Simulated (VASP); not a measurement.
Wanted: the native input for a VASP 6.6.1 run.

| Property | Result |
| --- | --- |
| Task | single point |
| Functional | PBE |
| Potentials or basis | VASP PAW PBE potentials, release 64 (Sb, Bi_d, Cd) |
| Cutoff | 520 eV |
| k mesh | 4 × 4 × 4 |
| Occupations | gaussian, width 0.05 eV |
| Spin | no spin polarisation |
| Dipole correction | no |
| Further INCAR settings | ALGO = Fast; EDIFF = 1e-07; NBANDS = 36 |

The structure of Cd3BiSb lies in POSCAR:

```
Cd3BiSb
1.0
    6.5000000000      0.0000000000      0.0000000000
    0.0000000000      6.5000000000      0.0000000000
    0.0000000000      0.0000000000      6.5000000000
Sb Bi Cd
1 1 3
Direct
    0.0000000000      0.0000000000      0.0000000000
    0.5000000000      0.5000000000      0.5000000000
    0.5000000000      0.5000000000      0.0000000000
    0.5000000000      0.0000000000      0.5000000000
    0.0000000000      0.5000000000      0.5000000000
```

The cell comes from a database or a generator and needn't be the stable form of this composition.

One way to write it, as run:

INCAR

```
PREC = Accurate ; ENCUT = 520
EDIFF = 1E-7 ; ISMEAR = 0
SIGMA = 0.05 ; LREAL = F
LASPH = T ; NELM = 100
ALGO = Fast ; ISIF = 2
LWAVE = F ; LCHARG = T
GGA = PE ; LELF = T
LVHAR = T ; NBANDS = 36
```

KPOINTS

```
regular mesh
0
Gamma
  4 4 4
```

Potentials or basis: VASP PAW PBE potentials, release 64 (Sb, Bi_d, Cd).

Launch:

```console
$ cat potpaw_PBE.64/Sb/POTCAR potpaw_PBE.64/Bi_d/POTCAR potpaw_PBE.64/Cd/POTCAR > POTCAR
$ mpirun -np 1 vasp_std > vasp.out
```

Results of the run:

```json
{
 "Pressure": "-3.4 GPa",
 "Band gap on the k mesh": "none (metal or under the smearing width)"
}
```

Caveat: spin-orbit coupling is left out, which moves the levels of the heavy elements.

It took 70 s on 1 thread of Intel(R) Xeon(R) Platinum 8375C CPU @ 2.90GHz (Ice Lake), on a shared host, peak memory 0.38 GiB.
